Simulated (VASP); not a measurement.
Calculation: PBE GGA, VASP's PBE PAW potentials (set 64) (plane waves; VASP).

Input for VASP

### INCAR
```
ALGO = Normal
EDIFF = 1E-6
ENCUT = 300
GGA = PE
ISIF = 2
ISMEAR = 0
LASPH = .TRUE.
LCHARG = .FALSE.
LMAXMIX = 4
LREAL = .FALSE.
LWAVE = .FALSE.
NELM = 100
PREC = Accurate
SIGMA = 0.1
SYSTEM = TeRu
```

**KPOINTS**
```
Automatic
0
Gamma
 3 3 2
0 0 0
```

File POSCAR:
```
TeRu
1
    3.6665170000     0.0000000000     0.0000000000
   -1.8332590000     3.1752970000     0.0000000000
    0.0000000000     0.0000000000     3.5783390000
Ru Te
1 1
Direct
  0.0000000000   0.0000000000   0.0000000000
  0.6666670000   0.3333330000   0.5000000000
```

POTCAR, in this order: Ru_pv Te (PBE.64 set). Program: vasp_std.

At this cut-off the stress carries a Pulay error, which pulls relaxed volumes low. Gaps are read on the run's mesh, which can miss a band edge. Unless said otherwise, spin-orbit coupling is left out, though it shifts the bands of the heavy elements here.

What does the run give for the energy per atom (σ→0), pressure, band gap (on the k-mesh)?

The energy per atom (σ→0) is -555.4 kJ/mol of atoms and the band gap (on the k-mesh) is none (metal, semimetal or under 0.01 eV). The pressure comes out as -6.67 GPa.

### OSZICAR
```
...
DAV:   5    -0.116602298037E+02   -0.67317E-03   -0.67317E-03   186   0.580E-01    0.834E+00
DAV:   6    -0.115479036651E+02    0.11233E+00   -0.98139E-02   186   0.283E+00    0.458E+00
DAV:   7    -0.115141808539E+02    0.33723E-01   -0.86873E-02   186   0.224E+00    0.612E-01
DAV:   8    -0.115134634923E+02    0.71736E-03   -0.46236E-03   180   0.604E-01    0.434E-01
DAV:   9    -0.115131659171E+02    0.29758E-03   -0.15694E-03   192   0.393E-01    0.997E-02
DAV:  10    -0.115131725067E+02   -0.65896E-05   -0.30478E-05   192   0.495E-02    0.419E-02
DAV:  11    -0.115131731280E+02   -0.62134E-06   -0.50173E-06   186   0.197E-02
   1 F= -.11513173E+02 E0= -.11512228E+02  d E =-.189074E-02
```

The structure was generated: TeRu was put into an ordered model structure, which need not be its known phase. The cell was not relaxed at this level. The k-mesh is coarse (spacing up to 0.88 per Å, 2π included), so the numbers may not be converged in it. The run is one of a series of settings (KPOINTS 3×3×2 Γ-centred mesh against the base run), some of them coarse on purpose.
